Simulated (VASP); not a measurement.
Input:

```
CELL_PARAMETERS angstrom
      4.42634     0.00000     0.00000
      0.00000     4.42634     0.00000
      0.00000     0.00000     2.86551
ATOMIC_POSITIONS crystal
  Mn 0.00000 0.00000 0.00000
  Mn 0.50000 0.50000 0.50000
  O  0.30387 0.30387 0.00000
  O  0.80387 0.19613 0.50000
  O  0.19613 0.80387 0.50000
  O  0.69613 0.69613 0.00000
```
Starting moments (μB, in the order of the record's atoms Mn Mn O O O O): 2.4 -2.4 0.0 0.0 0.0 0.0.

Level of theory: PW91 GGA, VASP's PBE PAW potentials (set 64) (plane waves; VASP). Run with 520 eV cut-off, Gaussian smearing of 0.050 eV, potentials Mn_pv O.

Problem. Give the spin-up energies of bands 16 to 29 at the high-symmetry points, in eV from the Fermi level.

Solution. 
```
band      Γ      Y     C0      Z     A0      T      S      R
----  -----  -----  -----  -----  -----  -----  -----  -----
16    -3.94  -4.00  -4.00  -4.90  -4.80  -4.80  -4.65  -4.95
17    -3.88  -3.88  -3.88  -4.56  -4.53  -4.53  -4.41  -3.83
18    -3.34  -3.02  -3.02  -4.09  -4.05  -4.05  -4.08  -3.81
19    -2.17  -2.46  -2.46  -3.88  -3.04  -3.04  -3.43  -3.60
20    -2.10  -2.42  -2.42  -3.31  -2.16  -2.16  -2.80  -3.49
21    -1.58  -2.24  -2.24  -2.85  -2.02  -2.02  -1.81  -1.85
22    -1.50  -2.08  -2.08  -2.49  -1.82  -1.82  -1.43  -1.82
23    -1.11  -2.04  -2.04  -1.81  -1.52  -1.52  -1.38  -1.66
24    -1.06  -2.01  -2.01  -0.74  -0.68  -0.68  -1.15  -1.65
25    -0.41  -0.34  -0.34   0.04  -0.55  -0.55  -0.42  -1.11
26    -0.27   0.24   0.24   1.04   0.88   0.88   0.69   0.77
27     0.27   0.27   0.27   1.18   1.08   1.08   1.04   1.19
28     1.11   2.02   2.02   1.53   1.39   1.39   1.66   1.22
29     1.86   2.17   2.17   1.91   1.93   1.93   2.38   1.33
```

Problem. Give the spin-down energies of bands 16 to 29 at the high-symmetry points, in eV from the Fermi level.

Solution. 
| band | Γ | Y | C0 | Z | A0 | T | S | R |
|---|---|---|---|---|---|---|---|---|
| 16 | -3.94 | -4.00 | -4.00 | -4.90 | -4.80 | -4.80 | -4.65 | -4.95 |
| 17 | -3.88 | -3.88 | -3.88 | -4.56 | -4.53 | -4.53 | -4.41 | -3.83 |
| 18 | -3.34 | -3.02 | -3.02 | -4.09 | -4.05 | -4.05 | -4.08 | -3.81 |
| 19 | -2.17 | -2.46 | -2.46 | -3.88 | -3.04 | -3.04 | -3.43 | -3.60 |
| 20 | -2.10 | -2.42 | -2.42 | -3.31 | -2.16 | -2.16 | -2.80 | -3.49 |
| 21 | -1.58 | -2.24 | -2.24 | -2.85 | -2.02 | -2.02 | -1.81 | -1.85 |
| 22 | -1.50 | -2.08 | -2.08 | -2.49 | -1.82 | -1.82 | -1.43 | -1.82 |
| 23 | -1.11 | -2.04 | -2.04 | -1.81 | -1.52 | -1.52 | -1.38 | -1.66 |
| 24 | -1.06 | -2.01 | -2.01 | -0.74 | -0.68 | -0.68 | -1.15 | -1.65 |
| 25 | -0.41 | -0.34 | -0.34 | 0.04 | -0.55 | -0.55 | -0.42 | -1.11 |
| 26 | -0.27 | 0.24 | 0.24 | 1.04 | 0.88 | 0.88 | 0.69 | 0.77 |
| 27 | 0.27 | 0.27 | 0.27 | 1.18 | 1.08 | 1.08 | 1.04 | 1.19 |
| 28 | 1.11 | 2.02 | 2.02 | 1.53 | 1.39 | 1.39 | 1.66 | 1.22 |
| 29 | 1.86 | 2.17 | 2.17 | 1.91 | 1.93 | 1.93 | 2.38 | 1.33 |

It has no gap at this level: it comes out as a metal or semimetal.

The compound is MnO2 in the rutile structure. It was relaxed first.
